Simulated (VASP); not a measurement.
Computed with vdW-DF2, VASP's PBE PAW potentials (set 64) (plane waves; VASP).

VASP input:

File KPOINTS:
```
Automatic
0
Gamma
6 6 8
0 0 0
```

**INCAR**
```
# general
SYSTEM   = MgH2
PREC     = Accurate
ENCUT    = 520
LREAL    = .FALSE.   # projection in real space or not
LASPH    = .TRUE.   # aspherical one-centre terms

# electronic loop
EDIFF    = 1E-7   # SCF stop (eV)
NELM     = 100
ALGO     = Normal   # blocked Davidson

# smearing
ISMEAR   = -5   # tetrahedra, Bloechl

# functional
GGA      = ML
LUSE_VDW = .TRUE.
AGGAC    = 0.0
ZAB_VDW  = -1.8867

# ions
ISIF     = 2   # forces and stress, cell fixed

# output
LWAVE    = .FALSE.
LCHARG   = .TRUE.
LORBIT   = 11   # lm-projected
NEDOS    = 601

# other
LEFG     = .TRUE.
```

### POSCAR
```
MgH2
4.5252040
  1.0000000242   0.0000000000   0.0000000000
  0.0000000000   1.0000000242   0.0000000000
  0.0000000000   0.0000000000   0.6632355055
Mg H
2 4
Cartesian
  0.0000000000   0.0000000000   0.0000000000
  0.5000000121   0.5000000121   0.3316177528
  0.3040265834   0.3040265834   0.0000000000
  0.8040265955   0.1959734286   0.3316177528
  0.1959734286   0.8040265955   0.3316177528
  0.6959734407   0.6959734407   0.0000000000
```

POTCAR, in this order: Mg H (PBE.64 set). Program: vasp_std.

The resulting files:

File OSZICAR:
```
       N       E                     dE             d eps       ncg     rms          rms(c)
DAV:   1     0.539926156163E+01    0.53993E+01   -0.31881E+03   800   0.757E+02
DAV:   2    -0.169041175191E+02   -0.22303E+02   -0.21924E+02  1016   0.891E+01
DAV:   3    -0.178162087695E+02   -0.91209E+00   -0.91209E+00  1040   0.248E+01
DAV:   4    -0.178181058586E+02   -0.18971E-02   -0.18971E-02  1104   0.115E+00
DAV:   5    -0.178181137474E+02   -0.78888E-05   -0.78888E-05  1064   0.543E-02    0.822E+00
DAV:   6    -0.164313159465E+02    0.13868E+01   -0.14402E+00   864   0.798E+00    0.406E+00
DAV:   7    -0.159822451769E+02    0.44907E+00   -0.19088E+00   904   0.943E+00    0.636E-01
DAV:   8    -0.159974368316E+02   -0.15192E-01   -0.42715E-02   928   0.187E+00    0.221E-01
DAV:   9    -0.159963428718E+02    0.10940E-02   -0.67225E-03   968   0.651E-01    0.251E-02
DAV:  10    -0.159963572319E+02   -0.14360E-04   -0.12144E-04   976   0.104E-01    0.181E-02
DAV:  11    -0.159963769153E+02   -0.19683E-04   -0.43014E-05   856   0.824E-02    0.168E-03
DAV:  12    -0.159963774423E+02   -0.52698E-06   -0.52144E-07  1088   0.707E-03    0.811E-04
DAV:  13    -0.159963775707E+02   -0.12839E-06   -0.38872E-07   880   0.826E-03    0.108E-04
DAV:  14    -0.159963775887E+02   -0.18065E-07   -0.22446E-09   496   0.661E-04
   1 F= -.15996378E+02 E0= -.15996378E+02  d E =0.000000E+00
```

File OUTCAR:
```
------------------------ aborting loop because EDIFF is reached ----------------------------------------
  FORCE on cell =-STRESS in cart. coord.  units (eV):
  Direction    XX          YY          ZZ          XY          YZ          ZX
  --------------------------------------------------------------------------------------
  Total        0.0279455      0.0279455     -0.1009896      0.0000000      0.0000000      0.0000000
  in kB        0.7285184      0.7285184     -2.6327227      0.0000000      0.0000000      0.0000000
  external PRESSURE =      -0.3918953 kB  Pullay stress =       0.0000000 kB
  volume of cell :       61.46
      direct lattice vectors                 reciprocal lattice vectors
     4.525204109  0.000000000  0.000000000     0.220984507  0.000000000  0.000000000
     0.000000000  4.525204109  0.000000000     0.000000000  0.220984507  0.000000000
     0.000000000  0.000000000  3.001275963     0.000000000  0.000000000  0.333191620
 POSITION                                       TOTAL-FORCE (eV/Angst)
 -----------------------------------------------------------------------------------
      0.00000      0.00000      0.00000        -0.000000      0.000000     -0.000000
      2.26260      2.26260      1.50064        -0.000000      0.000000     -0.000000
      1.37578      1.37578      0.00000         0.000833      0.000833      0.000000
      3.63838      0.88682      1.50064         0.000833     -0.000833     -0.000000
      0.88682      3.63838      1.50064        -0.000833      0.000833     -0.000000
      3.14942      3.14942      0.00000        -0.000833     -0.000833     -0.000000
 -----------------------------------------------------------------------------------
    total drift:                                0.000000     -0.000000     -0.000000
  FREE ENERGIE OF THE ION-ELECTRON SYSTEM (eV)
  ---------------------------------------------------
  free  energy   TOTEN  =       -15.9963775887 eV

  energy  without entropy=      -15.9963775887  energy(sigma->0) =      -15.99637759

 total charge

# of ion       s       p       d       tot
------------------------------------------
    1        0.148   0.144   0.040   0.332
    2        0.148   0.144   0.040   0.332
    3        0.608   0.002   0.000   0.610
    4        0.608   0.002   0.000   0.610
    5        0.608   0.002   0.000   0.610
    6        0.608   0.002   0.000   0.610
--------------------------------------------------
tot          2.726   0.296   0.080   3.103

 Electric field gradients after diagonalization (V/A^2)
 (convention: |V_zz| > |V_xx| > |V_yy|)
----------------------------------------------------------------------
 ion       V_xx      V_yy      V_zz     asymmetry (V_yy - V_xx)/ V_zz
----------------------------------------------------------------------
   1       4.536     0.409    -4.945       0.835
   2       4.536     0.409    -4.945       0.835
   3       4.017     0.912    -4.928       0.630
   4       4.017     0.912    -4.928       0.630
   5       4.017     0.912    -4.928       0.630
   6       4.017     0.912    -4.928       0.630
```
(Selected blocks of OUTCAR.)

The compound is MgH2 in the rutile structure. It was relaxed first.
